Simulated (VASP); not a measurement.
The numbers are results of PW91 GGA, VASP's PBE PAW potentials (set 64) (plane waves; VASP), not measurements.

Input for VASP

POSCAR:
```
Pb
1
    0.0000000000     2.5138360894     2.5138360894
    2.5138360894     0.0000000000     2.5138360894
    2.5138360894     2.5138360894     0.0000000000
Pb
1
Direct
  0.0000000000   0.0000000000   0.0000000000
```

### INCAR
```
# general
SYSTEM  = Pb
PREC    = Accurate
ENCUT   = 520
LREAL   = F
LASPH   = T   # aspherical one-centre terms

# electronic loop
EDIFF   = 1E-7
NELM    = 100   # most electronic steps
ALGO    = Normal
LMAXMIX = 4   # l cut-off of mixed one-centre charges

# smearing
ISMEAR  = 1   # Methfessel-Paxton
SIGMA   = 0.1

# functional
GGA     = 91   # PW91

# ions
ISIF    = 2   # forces and stress, cell fixed

# output
LWAVE   = F
LCHARG  = F
```

**KPOINTS**
```
Automatic
0
gamma
  13 13 13
```

POTCAR, in this order: Pb_d (PBE.64 set). Program: vasp_std.

The run wrote:

### OSZICAR
```
       N       E                     dE             d eps       ncg     rms          rms(c)
DAV:   1     0.104393259359E+03    0.10439E+03   -0.73941E+03  1865   0.145E+03
DAV:   2     0.118950217814E+01   -0.10320E+03   -0.10110E+03  1890   0.329E+02
DAV:   3    -0.350245880040E+01   -0.46920E+01   -0.46590E+01  2215   0.813E+01
DAV:   4    -0.361657191765E+01   -0.11411E+00   -0.11409E+00  2232   0.140E+01
DAV:   5    -0.362160450819E+01   -0.50326E-02   -0.50325E-02  2400   0.262E+00    0.718E-01
DAV:   6    -0.359985042224E+01    0.21754E-01   -0.38338E-02  2199   0.393E+00    0.295E-01
DAV:   7    -0.359602870545E+01    0.38217E-02   -0.13374E-02  2190   0.217E+00    0.976E-02
DAV:   8    -0.359591312044E+01    0.11559E-03   -0.45048E-04  2567   0.387E-01    0.115E-02
DAV:   9    -0.359590880065E+01    0.43198E-05   -0.11278E-05  2361   0.662E-02    0.538E-03
DAV:  10    -0.359590781585E+01    0.98480E-06   -0.84904E-07  2000   0.976E-03    0.244E-04
DAV:  11    -0.359590783485E+01   -0.19000E-07   -0.17932E-08  1269   0.192E-03
   1 F= -.35959078E+01 E0= -.35956639E+01  d E =-.731829E-03
```

OUTCAR:
```
------------------------ aborting loop because EDIFF is reached ----------------------------------------
  FORCE on cell =-STRESS in cart. coord.  units (eV):
  Direction    XX          YY          ZZ          XY          YZ          ZX
  --------------------------------------------------------------------------------------
  Total        0.0413114      0.0413114      0.0413114      0.0000000      0.0000000      0.0000000
  in kB        2.0832395      2.0832395      2.0832395      0.0000000      0.0000000      0.0000000
  external PRESSURE =       2.0832395 kB  Pullay stress =       0.0000000 kB
  volume of cell :       31.77
      direct lattice vectors                 reciprocal lattice vectors
     0.000000000  2.513836089  2.513836089    -0.198899205  0.198899205  0.198899205
     2.513836089  0.000000000  2.513836089     0.198899205 -0.198899205  0.198899205
     2.513836089  2.513836089  0.000000000     0.198899205  0.198899205 -0.198899205
 POSITION                                       TOTAL-FORCE (eV/Angst)
 -----------------------------------------------------------------------------------
      0.00000      0.00000      0.00000         0.000000      0.000000      0.000000
 -----------------------------------------------------------------------------------
    total drift:                               -0.000000      0.000000     -0.000000
  FREE ENERGIE OF THE ION-ELECTRON SYSTEM (eV)
  ---------------------------------------------------
  free  energy   TOTEN  =        -3.5959078349 eV

  energy  without entropy=       -3.5951760063  energy(sigma->0) =       -3.59566389
```
(Selected blocks of OUTCAR.)

The compound is Pb in the fcc structure. It was relaxed first.
